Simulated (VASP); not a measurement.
Input:

```yaml
crystal:
  lattice:
    - [1.40321, -2.43043, 0.00000]
    - [1.40321, 2.43043, 0.00000]
    - [0.00000, 0.00000, 9.39954]
  atoms:
    - { symbol: Zn, position: [0.66667, 0.33333, 0.25812] }
    - { symbol: Be, position: [0.33333, 0.66667, 0.98239] }
    - { symbol: Be, position: [0.66667, 0.33333, 0.75305] }
    - { symbol: Be, position: [0.33333, 0.66667, 0.52252] }
    - { symbol: O, position: [0.66667, 0.33333, 0.46616] }
    - { symbol: O, position: [0.33333, 0.66667, 0.15327] }
    - { symbol: O, position: [0.66667, 0.33333, 0.92531] }
    - { symbol: O, position: [0.33333, 0.66667, 0.69517] }
```

These are PBEsol GGA, VASP's PBE PAW potentials (set 64) (plane waves; VASP) values and carry that method's errors. Numerical set-up: 520 eV cut-off, Gaussian smearing of 0.050 eV, potentials Zn Be O.

Estimate the band gap (along the path) with the smallest direct gap where there is one.

```
Item                                    Value
------------------------------------  -------
band gap (along the path)             2.40 eV
smallest direct gap (along the path)  2.40 eV
```

Total energies compare only between runs with the same potentials, cut-off and functional.

The structure was generated: Be3ZnO4 was put into an ordered model structure (P3m1), which need not be its known phase. It was relaxed first.
